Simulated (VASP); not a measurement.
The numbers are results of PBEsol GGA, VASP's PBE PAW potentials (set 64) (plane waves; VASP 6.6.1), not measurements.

VASP ran on this input.

**POSCAR**
```
ReS2
1
    1.5223998841     0.8789580596     6.3110037057
   -1.5223998841     0.8789580596     6.3110037057
   -0.0000000000    -1.7579161190     6.3110037057
Re S
1 2
Direct
  0.0000000000   0.0000000000   1.0000000000
  0.2465563787   0.2465563787   0.2465563787
  0.7534436213   0.7534436213   0.7534436213
```

INCAR:
```
# general
SYSTEM =ReS2
PREC   =Accurate
ENCUT  =400   # plane-wave cut-off (eV)
LREAL  =.False.
LASPH  =.True.

# electronic loop
EDIFF  =1E-7
NELM   =100
ALGO   =Normal   # blocked Davidson
LMAXMIX=6   # l cut-off of mixed one-centre charges

# smearing
ISMEAR =-5   # tetrahedra, Bloechl

# functional
GGA    =PS   # PBEsol

# ions
ISIF   =2

# output
LWAVE  =.False.
LCHARG =.True.
LORBIT =11   # lm-projected
NEDOS  =601   # DOS grid

# other
LEFG   =.True.
```

File KPOINTS:
```
Automatic mesh
0
Gamma
13 13 13
0 0 0
```

POTCAR, in this order: Re S (PBE.64 set). Program: vasp_std.

Output of the run:

**OSZICAR**
```
       N       E                     dE             d eps       ncg     rms          rms(c)
DAV:   1     0.657049009063E+02    0.65705E+02   -0.76781E+03  9609   0.123E+03
DAV:   2    -0.197050039867E+02   -0.85410E+02   -0.81550E+02 10460   0.253E+02
DAV:   3    -0.241517394234E+02   -0.44467E+01   -0.43758E+01  9161   0.650E+01
DAV:   4    -0.244159546944E+02   -0.26422E+00   -0.25614E+00  9601   0.122E+01
DAV:   5    -0.244247756066E+02   -0.88209E-02   -0.88902E-02  8834   0.206E+00    0.375E+01
DAV:   6    -0.234980446493E+02    0.92673E+00   -0.74433E+00 10524   0.777E+01    0.135E+01
DAV:   7    -0.233018231089E+02    0.19622E+00   -0.54064E+00 11026   0.592E+01    0.117E+01
DAV:   8    -0.229705019087E+02    0.33132E+00   -0.87438E-01 10891   0.272E+01    0.171E+00
DAV:   9    -0.229734725790E+02   -0.29707E-02   -0.61972E-02 10257   0.311E+00    0.397E-01
DAV:  10    -0.229721079128E+02    0.13647E-02   -0.47589E-03 10114   0.178E+00    0.140E-01
DAV:  11    -0.229721077602E+02    0.15261E-06   -0.66744E-04 10036   0.268E-01    0.379E-02
DAV:  12    -0.229721021725E+02    0.55877E-05   -0.55249E-05 10088   0.131E-01    0.230E-02
DAV:  13    -0.229721030873E+02   -0.91481E-06   -0.11236E-05  9687   0.274E-02    0.103E-02
DAV:  14    -0.229721031514E+02   -0.64033E-07   -0.31893E-06  9805   0.176E-02    0.308E-03
DAV:  15    -0.229721031819E+02   -0.30500E-07   -0.87220E-08  3717   0.287E-03
   1 F= -.22972103E+02 E0= -.22972103E+02  d E =0.000000E+00
```

File OUTCAR:
```
------------------------ aborting loop because EDIFF is reached ----------------------------------------
  FORCE on cell =-STRESS in cart. coord.  units (eV):
  Direction    XX          YY          ZZ          XY          YZ          ZX
  --------------------------------------------------------------------------------------
  Total       -0.0749772     -0.0749772      0.0270550      0.0000000      0.0000000      0.0000000
  in kB       -2.3707897     -2.3707901      0.8554824      0.0000000      0.0000000      0.0000000
  external PRESSURE =      -1.2953658 kB  Pullay stress =       0.0000000 kB
  volume of cell :       50.67
      direct lattice vectors                 reciprocal lattice vectors
     1.522399884  0.878958060  6.311003706     0.328428822  0.189618452  0.052817800
    -1.522399884  0.878958060  6.311003706    -0.328428822  0.189618452  0.052817800
     0.000000000 -1.757916119  6.311003706     0.000000000 -0.379236904  0.052817800
 POSITION                                       TOTAL-FORCE (eV/Angst)
 -----------------------------------------------------------------------------------
      0.00000      0.00000      0.00000         0.000000     -0.000000     -0.000000
      0.00000      0.00000      4.66805         0.000000     -0.000000     -0.019927
      0.00000      0.00000     14.26496         0.000000      0.000000      0.019927
 -----------------------------------------------------------------------------------
    total drift:                               -0.000000      0.000000     -0.000000
  FREE ENERGIE OF THE ION-ELECTRON SYSTEM (eV)
  ---------------------------------------------------
  free  energy   TOTEN  =       -22.9721031819 eV

  energy  without entropy=      -22.9721031819  energy(sigma->0) =      -22.97210318

 total charge

# of ion       s       p       d       tot
------------------------------------------
    1        0.515   0.636   4.889   6.040
    2        1.369   2.281   0.000   3.650
    3        1.369   2.281   0.000   3.650
--------------------------------------------------
tot          3.253   5.198   4.889  13.340

 Electric field gradients after diagonalization (V/A^2)
 (convention: |V_zz| > |V_xx| > |V_yy|)
----------------------------------------------------------------------
 ion       V_xx      V_yy      V_zz     asymmetry (V_yy - V_xx)/ V_zz
----------------------------------------------------------------------
   1      74.739    74.739  -149.478       0.000
   2      15.398    15.398   -30.796       0.000
   3      15.398    15.398   -30.796       0.000
```
(Selected blocks of OUTCAR.)

For a metal the tetrahedron method with Blöchl corrections gives inexact stress and forces.

The structure was generated: ReS2 was put into the CdCl2 type (R-3m), which need not be its known phase. It was relaxed first, which changed the volume by -23 %. The electron count is odd and the run is not spin-polarised, which forces a metal.
